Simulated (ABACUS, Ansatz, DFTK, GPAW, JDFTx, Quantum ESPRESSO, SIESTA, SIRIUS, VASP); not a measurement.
C: 9 runs at one level of theory

```xyz
2
Lattice="0.0000 1.7834 1.7834 1.7834 0.0000 1.7834 1.7834 1.7834 0.0000" Properties=species:S:1:pos:R:3 pbc="T T T"
C     2.6751    2.6751    2.6751
C     1.7834    1.7834    1.7834
```

Alike in all runs: task single point; functional PBEsol; k mesh 13 × 13 × 13; occupations fermi-dirac, width 0.05 eV; no spin polarisation; no spin-orbit coupling. Pressure is positive in compression and, in plane waves, holds the error of the finite cutoff.

| program and potentials | plane-wave cutoff (eV) | notes | pressure (GPa) |
| --- | --- | --- | --- |
| SIESTA, files PseudoDojo sr-pbesol-0.4.1-standard, DZP (energy shift 0.003 Ry) | - | atomic basis | 5.12 |
| ABACUS, PseudoDojo NC SR 0.4.1 PBEsol standard, plane waves | 1116 | - | -3.28 |
| DFTK, PseudoDojo SR PBEsol 0.4.1 standard (PBEsol) | 1116 | - | -3.25 |
| JDFTx, PseudoDojo-SR-PBEsol-0.4.1-standard with smoothed tails | 1116 | - | -3.24 |
| VASP, PBE PAW files C, 520 eV | 520 | potentials made for PBE | -3.75 |
| Ansatz, all-electron LAPW, scalar-relativistic | - | - | -4.78 |
| SIRIUS, PseudoDojo 0.4.1 PBEsol standard (scalar relativistic) | 1127 | - | -3.22 |
| GPAW, PAW data sets generated for this functional | 800 | - | -5.16 |
| Quantum ESPRESSO, GBRV 1.5 PBEsol | 612 | - | -4.67 |

The pressure spans -5.16 (GPAW, PAW data sets generated for this functional) to 5.12 GPa (SIESTA, files PseudoDojo sr-pbesol-0.4.1-standard, DZP (energy shift 0.003 Ry)), with all-electron results at -4.78. The pressure on the cell as given of SIESTA, files PseudoDojo sr-pbesol-0.4.1-standard, DZP (energy shift 0.003 Ry) lies far from the others; the cause wasn't traced. Rows in atomic bases carry the error of their basis and grid, which can be large.

The functional is the same throughout but for its coding, so the spread measures potentials, basis and numerics; runs on potential files found faulty are left out.
